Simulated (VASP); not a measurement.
# CdAg in VASP: reference runs

How does CdAg come out in PBE? The cell is run as given.

Everything below comes from runs of VASP 6.6.1. Logs are shortened: lines on timing, memory, paths and dates and some standing lists are left out, and cuts for length are marked.

## 1. The structure

The cell holds a sheet with vacuum, 2 atoms: a = 4.757 Å, b = 4.757 Å, c = 23.800 Å, α = 90.00°, β = 90.00°, γ = 120.00°.

The cell was built by a generator and needn't be a form met in nature.

## 2. Single point, PBE

Contents of INCAR:

```
SYSTEM = CdAg
PREC = Accurate ; ENCUT = 520
EDIFF = 1E-7 ; ISMEAR = -1
SIGMA = 0.05 ; LREAL = .FALSE.
LASPH = .TRUE. ; NELM = 100
ALGO = Normal ; ISIF = 2
LWAVE = .FALSE. ; LCHARG = .TRUE.
LDIPOL = .TRUE. ; IDIPOL = 3
DIPOL = 0.5 0.5 0.294 ; GGA = PE
LELF = .TRUE. ; LVHAR = .TRUE.
LVACPOTAV = .TRUE. ; NBANDS = 18
```

Contents of KPOINTS:

```
Automatic mesh
0
G
  7 7 1
  0 0 0
```

Contents of POSCAR:

```
CdAg
1.0
    4.7568800000      0.0000000000      0.0000000000
   -2.3784400000      4.1195800000      0.0000000000
    0.0000000000      0.0000000000     23.8000000000
Cd Ag
1 1
Direct
    0.3333300000      0.6666700000      0.2941200000
    0.0000000000      0.0000000000      0.2941200000
```

Potentials or basis: VASP PAW PBE potentials, release 64 (Cd, Ag).

Run with:

```console
$ cat potpaw_PBE.64/Cd/POTCAR potpaw_PBE.64/Ag/POTCAR > POTCAR
$ mpirun -np 1 vasp_std > vasp.out
```

OUTCAR:

```text
SYSTEM = CdAg
   PREC = Accurate
   ENCUT = 520
   EDIFF = 1E-7
   ISMEAR = -1
   LREAL = .FALSE.
   LASPH = .TRUE.
   NELM = 100
   ISIF = 2
   GGA = PE

 ion  position               nearest neighbor table
   1  0.333  0.667  0.294-   2 2.75   2 2.75   2 2.75
   2  0.000  0.000  0.294-   1 2.75   1 2.75   1 2.75

  LATTYP: Found a hexagonal cell.
 ALAT       =     4.7568800000
 C/A-ratio  =     5.0032794605

  Lattice vectors:

 A1 = (   4.7568800000,   0.0000000000,   0.0000000000)
 A2 = (  -2.3784400000,   4.1195800000,   0.0000000000)
 A3 = (   0.0000000000,   0.0000000000,  23.8000000000)

Analysis of symmetry for initial positions (statically):
=====================================================================
 Subroutine PRICEL returns:
 Original cell was already a primitive cell.

 Routine SETGRP: Setting up the symmetry group for a
 hexagonal supercell.

 Subroutine GETGRP returns: Found  4 space group operations
 (whereof  2 operations were pure point group operations)
 out of a pool of 24 trial point group operations.

The static configuration has the point symmetry C_1h.
 The point group associated with its full space group is C_2v.

Analysis of symmetry for dynamics (positions and initial velocities):
=====================================================================
 Subroutine PRICEL returns:
 Original cell was already a primitive cell.

 Routine SETGRP: Setting up the symmetry group for a
 hexagonal supercell.

 Subroutine GETGRP returns: Found  4 space group operations
 (whereof  2 operations were pure point group operations)
 out of a pool of 24 trial point group operations.

The dynamic configuration has the point symmetry C_1h.
 The point group associated with its full space group is C_2v.

 Subroutine INISYM returns: Found  4 space group operations
 (whereof  2 operations are pure point group operations),
 and found     1 'primitive' translations

----------------------------------------------------------------------------------------

                                     Primitive cell

  volume of cell :     466.3931

  direct lattice vectors                    reciprocal lattice vectors
     4.756880000  0.000000000  0.000000000     0.210221826  0.121371596  0.000000000
    -2.378440000  4.119580000  0.000000000     0.000000000  0.242743192  0.000000000
     0.000000000  0.000000000 23.800000000     0.000000000  0.000000000  0.042016807

  length of vectors
     4.756880000  4.756880933 23.800000000     0.242743240  0.242743192  0.042016807

  position of ions in fractional coordinates (direct lattice)
     0.333330000  0.666670000  0.294120000
     0.000000000  0.000000000  0.294120000

  ion indices of the primitive-cell ions
   primitive index   ion index
                 1           1
                 2           2

----------------------------------------------------------------------------------------

 KPOINTS: Automatic mesh

Automatic generation of k-mesh.
 Grid dimensions read from file:
 generate k-points for:    7    7    1

 Generating k-lattice:

  Cartesian coordinates                     Fractional coordinates (reciprocal lattice)
     0.030031689  0.017338799  0.000000000     0.142857143  0.000000000  0.000000000
     0.000000000  0.034677599  0.000000000     0.000000000  0.142857143  0.000000000
     0.000000000  0.000000000  0.042016807     0.000000000  0.000000000  1.000000000

  Length of vectors
     0.034677606  0.034677599  0.042016807

  Shift w.r.t. Gamma in fractional coordinates (k-lattice)
     0.000000000  0.000000000  0.000000000

 Subroutine IBZKPT returns following result:
 ===========================================

 Found     16 irreducible k-points:

 Following reciprocal coordinates:
            Coordinates               Weight
  0.000000  0.000000  0.000000      1.000000
  0.142857  0.000000  0.000000      4.000000
 -0.142857  0.142857  0.000000      2.000000
  0.285714  0.000000  0.000000      4.000000
 -0.285714  0.285714  0.000000      2.000000
  0.428571  0.000000  0.000000      4.000000
[... 8 lines left out ...]
  0.285714  0.285714  0.000000      2.000000
 -0.285714 -0.428571  0.000000      4.000000
   k-points           NKPTS =     16   k-points in BZ     NKDIM =     16   number of bands    NBANDS=     18
   number of dos      NEDOS =    301   number of ions     NIONS =      2
   total plane-waves  NPLWV = 233280
   dimension x,y,z NGX =    36 NGY =   36 NGZ =  180
   dimension x,y,z NGXF=    72 NGYF=   72 NGZF=  360
   ions per type =               1   1
   NGX,Y,Z   is equivalent  to a cutoff of  12.58, 12.58, 12.57 a.u.
   NGXF,Y,Z  is equivalent  to a cutoff of  25.16, 25.16, 25.15 a.u.
 SYSTEM =  CdAg
   PREC   = accura    normal or accurate (medium, high low for compatibility)
   ISTART =      0    job   : 0-new  1-cont  2-samecut
   ICHARG =      2    charge: 1-file 2-atom 10-const
   ISPIN  =      1    spin polarized calculation?
   LNONCOLLINEAR =      F non collinear calculations
   LSORBIT =      F    spin-orbit coupling
   LASPH  =      T    aspherical Exc in radial PAW
   ENCUT  =  520.0 eV  38.22 Ry    6.18 a.u.   8.84  8.84 44.25*2*pi/ulx,y,z
   NELM   =    100;   NELMIN=  2; NELMDL= -5     # of ELM steps
   EDIFF  = 0.1E-06   stopping-criterion for ELM
   LREAL  =      F    real-space projection
   EDIFFG = 0.1E-05   stopping-criterion for IOM
   NSW    =      0    number of steps for IOM
   IBRION =     -1    ionic relax: 0-MD 1-quasi-New 2-CG
   NFREE  =      0    steps in history (QN), initial steepest desc. (CG)
   ISIF   =      2    stress and relaxation
   ISYM   =      2    0-nonsym 1-usesym 2-fastsym
   POTIM  = 0.5000    time-step for ionic-motion
   TEBEG  =    0.0;   TEEND  =   0.0 temperature during run
   PSTRESS=    0.0 pullay stress
   NELECT =      23.0000    total number of electrons
   NUPDOWN=      -1.0000    fix difference up-down
   EMIN   =  10.00;   EMAX   =-10.00  energy-range for DOS
   EFERMI =   0.00;   METHOD = LEGACY
   ISMEAR =    -1;   SIGMA  =   0.05  broadening in eV -4-tet -1-fermi 0-gaus
   EFERMI_NEDOS =   21; number of points for ismear=-14 and -15
   IALGO  =     38    algorithm
   IMIX   =      4    mixing-type and parameters
     AMIX     =   0.40;   BMIX     =  1.00
     AMIX_MAG =   1.60;   BMIX_MAG =  1.00
  volume/ion in A,a.u.               =     233.20      1573.69
  Fermi-wavevector in a.u.,A,eV,Ry     =   0.600344  1.134485  4.903713  0.360413
  Thomas-Fermi vector in A             =   1.652167
   LORBIT       =      0    0 simple, 1 ext, 2 COOP (PROOUT), +10 PAW based schemes
   GGA     = PE    functional components
   LHFCALC =     F    Hartree Fock is set to
   AEXX    =    0.0000 exact exchange contribution
   IVDW    =     0    specifies the selected vdW correction
   LEPSILON=     F    determine dielectric tensor
   LRPA    =     F    only Hartree local field effects (RPA)
 non-spin polarized calculation
  energy-cutoff  :      520.00
  volume of cell :      466.39
 maximum number of plane-waves:     12615
   NGX = 17   NGY = 17   NGZ = 89

 dipolmoment           0.000000      0.000000      0.000001 electrons x Angstroem

 number of electron      22.9999993 magnetization

 dipolmoment           0.000000      0.000000     -0.000000 electrons x Angstroem

 Free energy of the ion-electron system (eV)
  ---------------------------------------------------
  ext. energy  EPLUGINS =         0.00000000
  ---------------------------------------------------
  free energy    TOTEN  =        -2.18323959 eV

  energy without entropy =       -2.16634962  energy(sigma->0) =       -2.17479461

 E-fermi :  -3.1897     XC(G=0):  -1.6351

 val. band max:       -3.1980379337   @ k =   0.2857   0.1429   0.0000
 cond. band min:      -2.3454108298   @ k =   0.2857   0.2857   0.0000
 fundamental gap:      0.8526271040
 Fermi energy:        -3.1897073329

 k-point     1 :       0.0000    0.0000    0.0000
  band No.  band energies     occupation
      1     -11.6528      2.00000
      2     -11.5858      2.00000
      3     -11.5858      2.00000
      4     -11.5316      2.00000
      5     -11.5316      2.00000
      6      -7.9773      2.00000
[... 10 lines left out ...]
     17       1.4194      0.00000
     18       1.8983      0.00000

 k-point     2 :       0.1429    0.0000    0.0000
  band No.  band energies     occupation
      1     -11.6490      2.00000
      2     -11.5969      2.00000
      3     -11.5919      2.00000
      4     -11.5341      2.00000
      5     -11.5332      2.00000
      6      -7.8725      2.00000
[... 10 lines left out ...]
     17       1.1559      0.00000
     18       2.0774      0.00000

 k-point     3 :      -0.1429    0.1429    0.0000
  band No.  band energies     occupation
      1     -11.6490      2.00000
      2     -11.5969      2.00000
      3     -11.5919      2.00000
      4     -11.5341      2.00000
      5     -11.5332      2.00000
      6      -7.8725      2.00000
[... 10 lines left out ...]
     17       1.1559      0.00000
     18       2.0774      0.00000

 k-point     4 :       0.2857    0.0000    0.0000
  band No.  band energies     occupation
      1     -11.6603      2.00000
      2     -11.6053      2.00000
      3     -11.6030      2.00000
      4     -11.5398      2.00000
      5     -11.5369      2.00000
      6      -7.7142      2.00000
[... 207 lines left out ...]
      4     -11.5526      2.00000
      5     -11.5340      2.00000
      6      -7.6413      2.00000
[... 10 lines left out ...]
     17       2.8198      0.00000
     18       3.1316      0.00000

 k-point    15 :       0.2857    0.2857    0.0000
  band No.  band energies     occupation
      1     -11.6955      2.00000
      2     -11.6247      2.00000
      3     -11.5869      2.00000
      4     -11.5570      2.00000
      5     -11.5305      2.00000
      6      -7.6237      2.00000
[... 10 lines left out ...]
     17       2.6163      0.00000
     18       3.2294      0.00000

 k-point    16 :      -0.2857   -0.4286    0.0000
  band No.  band energies     occupation
      1     -11.6955      2.00000
      2     -11.6247      2.00000
      3     -11.5870      2.00000
      4     -11.5570      2.00000
      5     -11.5305      2.00000
      6      -7.6237      2.00000
[... 10 lines left out ...]
     17       2.6163      0.00000
     18       3.2294      0.00000

------------------------ aborting loop because EDIFF is reached ----------------------------------------

 vacuum level on the upper side and lower side of the slab       (xc-potential included)        -0.086        -0.082

  FORCE on cell =-STRESS in cart. coord.  units (eV):
  Direction    XX          YY          ZZ          XY          YZ          ZX
  --------------------------------------------------------------------------------------
  -------------------------------------------------------------------------------------
  Total        0.1608449      0.1606473     -0.0101267     -0.0001712      0.0000000      0.0000000
  in kB        0.5525426      0.5518639     -0.0347878     -0.0005880      0.0000000      0.0000000
  external PRESSURE =       0.3565396 kB  Pullay stress =       0.0000000 kB

 VOLUME and BASIS-vectors are now :
 -----------------------------------------------------------------------------
  energy-cutoff  :      520.00
  volume of cell :      466.39
      direct lattice vectors                 reciprocal lattice vectors
     4.756880000  0.000000000  0.000000000     0.210221826  0.121371596  0.000000000
    -2.378440000  4.119580000  0.000000000     0.000000000  0.242743192  0.000000000
     0.000000000  0.000000000 23.800000000     0.000000000  0.000000000  0.042016807

 POSITION                                       TOTAL-FORCE (eV/Angst)
 -----------------------------------------------------------------------------------
     -0.00002      2.74640      7.00006         0.000081     -0.000047      0.000000
      0.00000      0.00000      7.00006        -0.000081      0.000047      0.000000
 -----------------------------------------------------------------------------------
    total drift:                               -0.000003      0.000002     -0.000082

  FREE ENERGIE OF THE ION-ELECTRON SYSTEM (eV)
  ---------------------------------------------------
  free  energy   TOTEN  =        -2.1832395920 eV

  energy  without entropy=       -2.1663496181  energy(sigma->0) =       -2.17479461

 vacuum level on the upper side and lower side of the slab         0.763         0.763
```

Run time: 4 min. Hardware: 1 thread of Intel Xeon Platinum 8375C at 2.90GHz (Ice Lake), shared host; peak memory 0.62 GiB.

What came out:

```
Free energy                     : -2.1832 eV
Band gap on the k mesh          : none (metal or under the smearing width)
Work function of the upper face : 3.95 eV
Work function of the lower face : 3.95 eV
```
